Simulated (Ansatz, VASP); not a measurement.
# Cross-check of Nb3Ga between VASP and Ansatz

Wanted: the spread between two codes on one cell, functional and k mesh. The cell is taken from a series of runs on this material, whose earlier steps may have relaxed, scaled, displaced or heated it; both programs get it as it stands.

Calculated with Ansatz 0.2.0; plane waves, with VASP 6.6.1 beside it; relaxation of cell and atoms at LDA.

**1. The starting structure**

Symmetry: Pm-3n, No. 223, cubic system. Conventional cell: a = 5.079 Å, b = 5.079 Å, c = 5.079 Å, α = 90.00°, β = 90.00°, γ = 90.00°. Nearest to Nb lie 2 Nb at 2.54 Å and 4 Ga at 2.84 Å. Nearest to Ga lie 12 Nb at 2.84 Å. Farther neighbours are not listed.

**2. VASP: relaxation of cell and atoms, LDA**

The relaxed volume is the usual yardstick between codes: in a stiff, nearly cubic crystal its relative difference is about their pressure difference at one cell divided by the bulk modulus.

Lines of VASP's logs that name or quote its potential files are left out, and so is its time.

File INCAR:

```
SYSTEM = Nb3Ga
PREC = Accurate
ENCUT = 500
EDIFF = 1E-07
NELM = 120
ISMEAR = 0
SIGMA = 0.1
LREAL = .FALSE.
ALGO = Normal
GGA = CA
NBANDS = 64
LASPH = .TRUE.
LORBIT = 11
LWAVE = .FALSE.
LCHARG = .FALSE.
ISIF = 3
IBRION = 2
NSW = 80
EDIFFG = -0.005
GGA_COMPAT = .FALSE.
NELMIN = 4
KPAR = 2
```

File POSCAR:

```
Nb3Ga
1.0
    5.0792270000      0.0000000000      0.0000000000
    0.0000000000      5.0792270000      0.0000000000
    0.0000000000      0.0000000000      5.0792270000
Nb Ga
6 2
Direct
    0.2500000492      0.0000000000      0.4999999016
    0.4999999016      0.7499999508      0.0000000000
    0.7499999508      0.0000000000      0.4999999016
    0.4999999016      0.2500000492      0.0000000000
    0.0000000000      0.4999999016      0.7499999508
    0.0000000000      0.4999999016      0.2500000492
    0.0000000000      0.0000000000      0.0000000000
    0.4999999016      0.4999999016      0.4999999016
```

File KPOINTS:

```
Automatic mesh
0
Gamma
4 4 4
0 0 0
```

The projector-augmented-wave data sets are Nb_sv and Ga_d (LDA family, release 64).

Started as:

```sh
$ mpirun -np 2 vasp_std
```

Numbers of over 12 decimals in the logs are rounded to 6 here.

Output:

```text
[banner, memory and clock lines left out]
running    2 mpi-ranks, on    1 nodes
 distrk:  each k-point on    1 cores,    2 groups
 distr:  one band on    1 cores,    1 groups

 POSCAR found type information on POSCAR NbGa
 POSCAR found :  2 types and       8 ions
 LDA part: xc-table for (Slater(with rela. corr.)+CA(PZ))
 , standard interpolation
 POSCAR, INCAR and KPOINTS ok, starting setup
 FFT: planning ... GRIDC
 FFT: planning ... GRID_SOFT
 FFT: planning ... GRID
 WAVECAR not read
 entering main loop
       N       E                     dE             d eps       ncg     rms          rms(c)
DAV:   1     0.176702928866E+04    0.17670E+04   -0.48119E+04  1456   0.228E+03
DAV:   2     0.168942412244E+03   -0.15981E+04   -0.15552E+04  1424   0.896E+02
DAV:   3    -0.467423515392E+02   -0.21568E+03   -0.20720E+03  1720   0.273E+02
DAV:   4    -0.766820263239E+02   -0.29940E+02   -0.29104E+02  2072   0.827E+01
DAV:   5    -0.792766815600E+02   -0.25947E+01   -0.25800E+01  2448   0.229E+01    0.188E+01
DAV:   6    -0.767162133468E+02    0.25605E+01   -0.91961E+00  1968   0.159E+01    0.653E+00
DAV:   7    -0.765011744637E+02    0.21504E+00   -0.18110E+00  2040   0.695E+00    0.245E+00
DAV:   8    -0.765095265554E+02   -0.83521E-02   -0.22787E-01  2104   0.226E+00    0.515E-01
DAV:   9    -0.765112055654E+02   -0.16790E-02   -0.35736E-02  2232   0.113E+00    0.314E-01
DAV:  10    -0.765112303887E+02   -0.24823E-04   -0.52739E-03  1904   0.388E-01    0.448E-02
DAV:  11    -0.765111786869E+02    0.51702E-04   -0.59080E-04  2192   0.142E-01    0.137E-02
DAV:  12    -0.765111760592E+02    0.26277E-05   -0.63474E-05  2264   0.400E-02    0.122E-02
DAV:  13    -0.765111766919E+02   -0.63271E-06   -0.71415E-06  2096   0.153E-02    0.151E-03
DAV:  14    -0.765111767267E+02   -0.34812E-07   -0.53205E-07  1448   0.361E-03
   1 F= -.76511177E+02 E0= -.76483111E+02  d E =-.765112E+02
 curvature:   0.00 expect dE= 0.000E+00 dE for cont linesearch  0.000E+00
 trial: gam= 0.00000 g(F)=  0.901E-40 g(S)=  0.893E-03 ort = 0.000E+00 (trialstep = 0.100E+01)
 search vector abs. value=  0.893E-03
 bond charge predicted
       N       E                     dE             d eps       ncg     rms          rms(c)
DAV:   1    -0.765240846289E+02   -0.12908E-01   -0.45937E-01  1464   0.567E+00    0.874E-01
DAV:   2    -0.765147480392E+02    0.93366E-02   -0.52265E-02  1768   0.183E+00    0.438E-01
DAV:   3    -0.765106034620E+02    0.41446E-02   -0.20914E-02  1944   0.851E-01    0.233E-01
DAV:   4    -0.765106641051E+02   -0.60643E-04   -0.22011E-03  1888   0.234E-01    0.112E-01
DAV:   5    -0.765107421989E+02   -0.78094E-04   -0.42222E-04  2200   0.683E-02    0.625E-02
DAV:   6    -0.765107858621E+02   -0.43663E-04   -0.13654E-04  2160   0.501E-02    0.887E-03
DAV:   7    -0.765107867559E+02   -0.89386E-06   -0.15827E-05  2152   0.198E-02    0.591E-03
DAV:   8    -0.765107865720E+02    0.18395E-06   -0.13176E-06  1688   0.641E-03    0.897E-04
DAV:   9    -0.765107865847E+02   -0.12702E-07   -0.16422E-07  1144   0.278E-03
   2 F= -.76510787E+02 E0= -.76482711E+02  d E =0.390142E-03
 trial-energy change:    0.000390  1 .order    0.000368   -0.000893    0.001629
 step:   0.3423(harm=  0.3540)  dis= 0.00000  next Energy=   -76.511329 (dE=-0.152E-03)
 bond charge predicted
       N       E                     dE             d eps       ncg     rms          rms(c)
DAV:   1    -0.765170422422E+02   -0.62557E-02   -0.19888E-01  1424   0.374E+00    0.569E-01
DAV:   2    -0.765130431655E+02    0.39991E-02   -0.22626E-02  1728   0.120E+00    0.289E-01
DAV:   3    -0.765112451409E+02    0.17980E-02   -0.91259E-03  1912   0.564E-01    0.152E-01
DAV:   4    -0.765112706330E+02   -0.25492E-04   -0.96083E-04  1872   0.155E-01    0.731E-02
DAV:   5    -0.765113050553E+02   -0.34422E-04   -0.18063E-04  2208   0.452E-02    0.416E-02
DAV:   6    -0.765113237129E+02   -0.18658E-04   -0.58651E-05  2144   0.338E-02    0.450E-03
DAV:   7    -0.765113241662E+02   -0.45333E-06   -0.75206E-06  1992   0.132E-02    0.414E-03
DAV:   8    -0.765113240735E+02    0.92747E-07   -0.70822E-07  1504   0.466E-03
   3 F= -.76511324E+02 E0= -.76483254E+02  d E =-.147347E-03
 curvature:  -0.18 expect dE=-0.650E-08 dE for cont linesearch -0.650E-08
 trial: gam=-0.00637 g(F)=  0.489E-39 g(S)=  0.367E-07 ort = 0.573E-05 (trialstep = 0.868E+00)
 search vector abs. value=  0.102E-09
 reached required accuracy - stopping structural energy minimisation
```

From OUTCAR (step 2):

```text
ion  position               nearest neighbor table
   1  0.250  0.000  0.500-   3 2.54   3 2.54   8 2.84   7 2.84   8 2.84   7 2.84
   2  0.500  0.750  0.000-   4 2.54   4 2.54   7 2.84   8 2.84   7 2.84   8 2.84
   3  0.750  0.000  0.500-   1 2.54   1 2.54   7 2.84   8 2.84   7 2.84   8 2.84
   4  0.500  0.250  0.000-   2 2.54   2 2.54   8 2.84   7 2.84   8 2.84   7 2.84
   5  0.000  0.500  0.750-   6 2.54   6 2.54   7 2.84   8 2.84   7 2.84   8 2.84
   6  0.000  0.500  0.250-   5 2.54   5 2.54   8 2.84   7 2.84   8 2.84   7 2.84
   7  0.000  0.000  0.000-   1 2.84   2 2.84   3 2.84   4 2.84   5 2.84   6 2.84   1 2.84   3 2.84
                             5 2.84   6 2.84   2 2.84   4 2.84
   8  0.500  0.500  0.500-   1 2.84   4 2.84   6 2.84   2 2.84   5 2.84   3 2.84   6 2.84   1 2.84
                             4 2.84   3 2.84   2 2.84   5 2.84

  LATTYP: Found a simple cubic cell.
 ALAT       =     5.0792270000

 Subroutine GETGRP returns: Found 48 space group operations
 (whereof 24 operations were pure point group operations)

The static configuration has the point symmetry T_h .
 The point group associated with its full space group is O_h .

 Found     10 irreducible k-points:

   k-points           NKPTS =     10   k-points in BZ     NKDIM =     10   number of bands    NBANDS=     64

   dimension x,y,z NGX =    40 NGY =   40 NGZ =   40
   dimension x,y,z NGXF=    80 NGYF=   80 NGZF=   80

   ENCUT  =  500.0 eV  36.75 Ry    6.06 a.u.   9.26  9.26  9.26*2*pi/ulx,y,z

   NELECT =     104.0000    total number of electrons

 k-points in reciprocal lattice and weights: Automatic mesh
   0.00000000  0.00000000  0.00000000       0.016
   0.25000000  0.00000000  0.00000000       0.094
   0.50000000  0.00000000  0.00000000       0.047
   0.25000000  0.25000000  0.00000000       0.188
   0.50000000  0.25000000  0.00000000       0.188
   0.50000000  0.50000000  0.00000000       0.047
   0.25000000  0.25000000  0.25000000       0.125
   0.50000000  0.25000000  0.25000000       0.188
   0.50000000  0.50000000  0.25000000       0.094
   0.50000000  0.50000000  0.50000000       0.016

 average (electrostatic) potential at core
       1 -76.8637       2 -76.8637       3 -76.8637       4 -76.8637       5 -76.8637
       6 -76.8637       7 -59.6792       8 -59.6792

 E-fermi :  10.9323

 k-point     1 :       0.0000    0.0000    0.0000
  band No.  band energies     occupation
    ...
     50      10.4495      2.00000
     51      10.4495      2.00000
     52      10.4495      2.00000
     53      10.8990      1.36205
     54      10.8990      1.36204
     55      13.7806      0.00000
     56      13.7806      0.00000
     57      13.7806      0.00000
     58      14.2009      0.00000
     59      14.9492      0.00000
    ...

 k-point     2 :       0.2500    0.0000    0.0000
  band No.  band energies     occupation
    ...
     48       9.2762      2.00000
     49       9.6617      2.00000
     50      10.3908      2.00000
     51      10.6668      1.99983
     52      10.6668      1.99983
     53      11.0411      0.12381
     54      11.0878      0.02789
     55      13.0447      0.00000
     56      13.5500      0.00000
     57      13.5500      0.00000
    ...

 k-point     3 :       0.5000    0.0000    0.0000
  band No.  band energies     occupation
    ...
     50      10.0314      2.00000
     51      10.0987      2.00000
     52      10.0987      2.00000
     53      10.7206      1.99724
     54      10.7206      1.99724
     55      12.8165      0.00000
     56      12.8165      0.00000
     57      13.5007      0.00000
     58      13.5007      0.00000
     59      14.0190      0.00000
    ...

  Total       -0.0014245     -0.0014245     -0.0014245      0.0000000      0.0000000      0.0000000
  in kB       -0.0174411     -0.0174411     -0.0174411      0.0000000      0.0000000      0.0000000
  external PRESSURE =      -0.0174411 kB  Pullay stress =       0.0000000 kB

  energy-cutoff  :      500.00
  volume of cell :      130.86
      direct lattice vectors                 reciprocal lattice vectors
     5.076897879  0.000000000 -0.000000000     0.196970675  0.000000000 -0.000000000
    -0.000000000  5.076897879 -0.000000000    -0.000000000  0.196970675  0.000000000
     0.000000000  0.000000000  5.076897879     0.000000000  0.000000000  0.196970675

 POSITION                                       TOTAL-FORCE (eV/Angst)
 -----------------------------------------------------------------------------------
      1.26922      0.00000      2.53845         0.000000     -0.000000      0.000000
      2.53845      3.80767     -0.00000         0.000000      0.000000      0.000000
      3.80767      0.00000      2.53845        -0.000000     -0.000000      0.000000
      2.53845      1.26922     -0.00000         0.000000     -0.000000      0.000000
     -0.00000      2.53845      3.80767         0.000000     -0.000000     -0.000000
     -0.00000      2.53845      1.26922         0.000000     -0.000000      0.000000
     -0.00000      0.00000     -0.00000         0.000000     -0.000000      0.000000
      2.53845      2.53845      2.53845         0.000000     -0.000000      0.000000
 -----------------------------------------------------------------------------------
    total drift:                                0.001979      0.001979      0.001980

  FREE ENERGIE OF THE ION-ELECTRON SYSTEM (eV)
  ---------------------------------------------------
  free  energy   TOTEN  =       -76.5113240735 eV

  energy  without entropy=      -76.4551833977  energy(sigma->0) =      -76.48325374

 reached required accuracy - stopping structural energy minimisation

 total charge
# of ion       s       p       d       tot
------------------------------------------
    1        2.206   6.005   2.618  10.828
    2        2.206   6.005   2.618  10.828
    3        2.206   6.005   2.618  10.828
    4        2.206   6.005   2.618  10.828
    5        2.206   6.005   2.618  10.828
    6        2.206   6.005   2.618  10.828
    7        0.900   0.984   9.986  11.870
    8        0.900   0.984   9.986  11.870
--------------------------------------------------
tot         15.036  37.996  35.679  88.711

[... 3 further parts left out ...]
```

CONTCAR:

```
Nb3Ga
   1.00000000000000
     5.0768978794561566    0.0000000000000000   -0.0000000000000000
    -0.0000000000000000    5.0768978794561566   -0.0000000000000000
     0.0000000000000000    0.0000000000000000    5.0768978794561566
  Nb              Ga
     6     2
Direct
     0.2500000491999970    0.0000000000000000    0.4999999015999990
     0.4999999015999990    0.7499999508000030    0.0000000000000000
     0.7499999508000030    0.0000000000000000    0.4999999015999990
     0.4999999015999990    0.2500000491999970    0.0000000000000000
     0.0000000000000000    0.4999999015999990    0.7499999508000030
     0.0000000000000000    0.4999999015999990    0.2500000491999970
     0.0000000000000000    0.0000000000000000    0.0000000000000000
     0.4999999015999990    0.4999999015999990    0.4999999015999990
```

**3. Ansatz: relaxation of cell and atoms, LDA**

Ansatz runs on its PAW soft_1 files.

The same cell, functional (in two slightly different forms), mesh and smearing now go to Ansatz.

File input.yaml:

```yaml
crystal:
  lattice:
    - [5.0792269992, 0.0, 0.0]
    - [0.0, 5.0792269992, 0.0]
    - [0.0, 0.0, 5.0792269992]
  atoms:
    - { symbol: Nb, position: [0.25, 0.0, 0.5] }
    - { symbol: Nb, position: [0.5, 0.75, 0.0] }
    - { symbol: Nb, position: [0.75, 0.0, 0.5] }
    - { symbol: Nb, position: [0.5, 0.25, 0.0] }
    - { symbol: Nb, position: [0.0, 0.5, 0.75] }
    - { symbol: Nb, position: [0.0, 0.5, 0.25] }
    - { symbol: Ga, position: [0.0, 0.0, 0.0] }
    - { symbol: Ga, position: [0.5, 0.5, 0.5] }
kpoints:
  mp_grid: { grid: [4, 4, 4] }
hamiltonian:
  xc: lda
  pseudopotentials: { kind: paw, azcp: { folder: soft_1 }, xc_functional: pbe }
scf:
  occupations: { method: gaussian, width: 0.1 }
output:
  forces: true
  stress: true
  eigenvalues: true
basis:
  ecutwfc: 260.0
relax:
  adjacent_minimum: "off"
  f_tol: 0.005
  max_steps: 80
  cell: { stress_tol: 0.05 }
```

Started as:

```sh
$ ansatz run input.yaml --threads 4 --pin off --max-ram 8192MiB --backend cpu --events-out ev --progress --plain --runs-dir out
```

Output:

```text
Warning: basis.ecutwfc = 260 eV is below the records' recommended 420 eV, and the density's cutoff is lower with it unless basis.ecutrho_ratio is high enough to keep the records' density cutoff: compare with a run at a higher cutoff
Engine: ansatz 0.2.0, x86_64-unknown-linux-gnu
Pseudopotentials: kind: paw
Pseudopotential: Nb, paw, valence charge 13, recommended cutoff 420 eV (normal), soft_1/Nb.paw.azcp
Pseudopotential: Ga, paw, valence charge 13, recommended cutoff 420 eV (normal), soft_1/Ga.paw.azcp
Functional definition: SPW92
  exchange = slater_x
  correlation = pw_c
Crystal: 8 atoms, lattice volume = 131.037 Å³
Basis set: ecut = 260 eV, 1237 PW (Γ)
Bands: 63, of which v1, the nominal top of the filled ones, is band 52 counted from 1 (51 counted from 0)
Symmetry: 48 space group operations
Space group: Pm-3n (ITA 223), of the structure as read, at distance tolerance 5.1e-5 Å
k-points: 10 of 64
Non-local potential: Nb, projectors of the file, l = 0: 3, l = 1: 2, l = 2: 2, l = 3: 1
Non-local potential: Ga, projectors of the file, l = 0: 2, l = 1: 2, l = 2: 3, l = 3: 1
PAW form: soft (Blöchl's): semilocal exchange-correlation on the pseudo side does not see the compensation charge
PAW frozen core: Nb, regenerated for the run's functional, and the local potential with it (the file was generated under x = pbe(κ = 0.804, μ = 0.219515), c = pbe(β = 0.066725))
PAW frozen core: Ga, regenerated for the run's functional, and the local potential with it (the file was generated under x = pbe(κ = 0.804, μ = 0.219515), c = pbe(β = 0.066725))
PAW one-centre angular grid: Nb, 590 points (default); XC on 64 Gauss nodes
PAW one-centre angular grid: Ga, 590 points (default); XC on 64 Gauss nodes
Initial density: superposition of atomic densities (chi_scale 0.1, normalization cell, long waves kept (reshape's long-wave potential 0.00 eV rms))
Initial wavefunctions: pseudopotential atomic-orbital guess
Functional: x = slater, c = lda
SCF iter   1: F=—  HF=-34072.155499 eV  |F-HF|=—  |Δ(HF+E_count)|=         —  Δρ=7.31e-2  dr2=7.34e0  ethr=3.10e-3  ⟨swp⟩=5.4  Hψ=2340  notcnv=0  defer=2
preconditioner: auto → Kerker (q_TF=auto, 2.625 Å⁻¹)  [metal: Δε(μ)=0.040 eV  Ē_g=17.653 eV  σ=0.100 eV  W_gap=0.22  n_scr=32 (ndim 8)  ℏωp=31.1 eV  f_vac=0.000  D(μ)=8.86/eV (n_scr^D=80)]
SCF iter   2: F=—  HF=-34069.728684 eV  |F-HF|=—  |Δ(HF+E_count)|=    2.43e0  Δρ=4.26e-2  dr2=2.13e0  ethr=3.10e-3  ⟨swp⟩=2.0  Hψ=1087  notcnv=0  defer=33
SCF iter   3: F=—  HF=-34069.209266 eV  |F-HF|=—  |Δ(HF+E_count)|=   5.19e-1  Δρ=1.27e-2  dr2=1.72e-1  ethr=2.04e-3  ⟨swp⟩=2.3  Hψ=980  notcnv=0  defer=33
SCF iter   4: F=—  HF=-34069.122415 eV  |F-HF|=—  |Δ(HF+E_count)|=   8.69e-2  Δρ=3.85e-3  dr2=1.02e-2  ethr=1.65e-4  ⟨swp⟩=2.0  Hψ=1087  notcnv=0  defer=33
[...]
SCF converged after 7 iterations
Free energy (F): -34069.086965 eV
Harris-Foulkes:  -34069.086965 eV  (|F-HF|=0.00e0)
Internal energy: -34069.030577 eV  (E = F + TS)
E sigma→0 (E₀):  -34069.058771 eV
Entropy (-TS):   -0.056388 eV (-7.049 meV/atom)
Fermi energy:    17.479061 eV
--- Per-component energies (eV) ---
  E_band       = -313.539425
  E_kinetic    = 2480.254118
  E_local      = -5935.404075  (includes V_loc(G=0)·N_el)
  E_nonlocal   = 435.265042
  E_hartree    = 2810.895511
  E_xc         = -1120.589581
  E_vxc        = -1323.274787  (∫ρ·V_xc dr)
  E_paw        = -21694.535185  (= ΣΔE_a)
  E_vpaw       = -1592.174284  (= ΣTr[D̂ρ^β])
  E_aug_tail   = 0.003571  (compensation charges beyond the density's cutoff)
  E_ewald      = -11050.931103
  E_core_change = 6.011125  (= ΣΔE_core)
  E_smearing   = -0.056388  (= −TS)
  E_closure    = 0.000000  (closes the sum)
  Σ components = -34069.086965   (vs F -34069.086965, Δ=0.00e0)
--- Forces (eV/Å), atoms counted from 1 ---
  atom   1  Nb    -0.00000000    -0.00000000     0.00000000
  atom   2  Nb    -0.00000000     0.00000000     0.00000000
  atom   3  Nb     0.00000000     0.00000000     0.00000000
  atom   4  Nb     0.00000000    -0.00000000     0.00000000
  atom   5  Nb    -0.00000000     0.00000000    -0.00000000
  atom   6  Nb    -0.00000000     0.00000000     0.00000000
  atom   7  Ga     0.00000000    -0.00000000     0.00000000
  atom   8  Ga     0.00000000     0.00000000     0.00000000
  max |Σ_I F_I| component: 3.48e-17 eV/Å
--- Stress (GPa, compression-positive) ---
        0.012893       0.000000       0.000000
        0.000000       0.012893       0.000000
        0.000000       0.000000       0.012893
  P = ⅓ Tr σ = 0.0129 GPa (0.129 kbar)
--- Band table (eV; the first three rows and the last of 10) ---
  k-point 0: bands = [... 48 lower, 16.0737, 16.9974, 16.9974, 16.9974, 17.4402, 17.4402, 20.3200, 20.3200, ... 7 higher]
  k-point 1: bands = [... 48 lower, 16.2076, 16.9353, 17.2149, 17.2149, 17.5898, 17.6345, 19.5785, 20.0864, ... 7 higher]
  k-point 2: bands = [... 48 lower, 16.5749, 16.5749, 16.6435, 16.6435, 17.2706, 17.2706, 19.3653, 19.3653, ... 7 higher]
  k-point 9: bands = [... 48 lower, 17.5315, 17.5315, 17.5315, 17.5315, 17.9221, 17.9221, 17.9221, 17.9221, ... 7 higher]
--- Relaxed structure (4 steps of the walk, 3 accepted, 2 SCFs on fresh bases) ---
  F+E_penalty+E_count = -34069.08696529 eV   max|allowed force component| = 6.735e-17 eV/Å   (the final SCF, on the basis selected at the relaxed cell)
  cell:  # Å, volume = 130.8419 Å³
    - [5.076710, 0, 0.0]
    - [0, 5.076710, 0.0]
    - [0.0, 0.0, 5.076710]
  atoms:
    - { symbol: Nb, position: [0.250000, 0, 0.500000] }
    - { symbol: Nb, position: [0.500000, 0.750000, 0] }
    - { symbol: Nb, position: [0.750000, 0, 0.500000] }
    - { symbol: Nb, position: [0.500000, 0.250000, 0] }
    - { symbol: Nb, position: [0, 0.500000, 0.750000] }
    - { symbol: Nb, position: [0, 0.500000, 0.250000] }
    - { symbol: Ga, position: [0, 0, 0] }
    - { symbol: Ga, position: [0.500000, 0.500000, 0.500000] }
```

**4. Differences**

Known differences besides the potentials themselves: the two LDA forms differ slightly; the cutoff is 260 eV in Ansatz and 500 eV in VASP; VASP's log shows a relativistic correction to its local exchange, Ansatz's none; Ansatz's log warns that its cutoff lies below the recommended one. Total energies have different zeros and are not compared.

Both answers:

```
                                         quantity  Ansatz    VASP  difference
                                      volume (Å³)  130.84  130.86     -0.01 %
edge a after relaxation, in the typed setting (Å)   5.077   5.077     +0.00 %
```

**5. Outcome**

| Item | Value |
| --- | --- |
| difference in volume (relaxation of cell and atoms, LDA) | -0.011 % |

In words: The difference in volume is -0.011 % (relaxation of cell and atoms, LDA), within the 1.2 % picked in this series as the mark of a large difference, as far as the stopping tolerances let one tell. How closely two codes agree says nothing of how well the functional describes the real material.

[Lines on the potential files, build, host, timing and source positions are cut from VASP's logs without a mark.]

[Logs are printed without paths, hosts, clocks, repeated set-up lines and the standing remarks that a program may print on its own settings, such as how far it seeks lower states.]

[Hosts, paths, dates, database ids (printed as entryN), source tags and the programs' standing remarks are cut or masked in the printed files.]
